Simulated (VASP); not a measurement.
Level of theory: PBEsol GGA, VASP's PBE PAW potentials (set 64) (plane waves; VASP 6.6.1).

A VASP calculation is set up with these files.

**KPOINTS**
```
Automatic mesh
0
Gamma
12 12 8
0 0 0
```

### INCAR
```
! general
SYSTEM  = Hf
PREC    = Accurate
ENCUT   = 480
LREAL   = .FALSE.
LASPH   = .TRUE.

! electronic loop
EDIFF   = 1E-7
NELM    = 100
ALGO    = Normal
LMAXMIX = 6

! smearing
ISMEAR  = 1
SIGMA   = 0.1

! functional
GGA     = PS

! ions
ISIF    = 2

! output
LWAVE   = .FALSE.
LCHARG  = .FALSE.
```

### POSCAR
```
Hf
1
    1.6416438228    -2.7340485295     0.0000000000
    1.6416438228     2.7340485295     0.0000000000
    0.0000000000     0.0000000000     4.9915691221
Hf
2
Direct
  0.3333330000   0.6666670000   0.2500000000
  0.6666670000   0.3333330000   0.7500000000
```

POTCAR, in this order: Hf_pv (PBE.64 set). Program: vasp_std.

Unless said otherwise, spin-orbit coupling is left out, though it shifts the bands of the heavy elements here.

Problem. Predict the energy per atom (σ→0), pressure, largest force, band gap (on the k-mesh).

Solution. 
```json
{
 "energy per atom (σ→0)": "-10.483 eV/atom",
 "band gap (on the k-mesh)": "none (metal, semimetal or under 0.01 eV)",
 "pressure": "-4.19 GPa",
 "largest_force": "0.104 eV/Å"
}
```

**OSZICAR**
```
...
DAV:   8    -0.209658716772E+02    0.10905E-01   -0.60279E-02  6626   0.187E+00    0.439E-01
DAV:   9    -0.209659844666E+02   -0.11279E-03   -0.13472E-03  8472   0.291E-01    0.229E-01
DAV:  10    -0.209659766784E+02    0.77882E-05   -0.47918E-05  6914   0.566E-02    0.256E-01
DAV:  11    -0.209659768966E+02   -0.21814E-06   -0.68464E-06  8084   0.209E-02    0.617E-03
DAV:  12    -0.209659770844E+02   -0.18778E-06   -0.47395E-07  7286   0.532E-03    0.138E-02
DAV:  13    -0.209659769081E+02    0.17632E-06   -0.58138E-08  4786   0.207E-03    0.149E-03
DAV:  14    -0.209659768801E+02    0.27986E-07   -0.73562E-09  4318   0.882E-04
   1 F= -.20965977E+02 E0= -.20965942E+02  d E =-.105180E-03
```

The compound is Hf in the hcp structure. This cell was strained or had an atom moved on purpose.
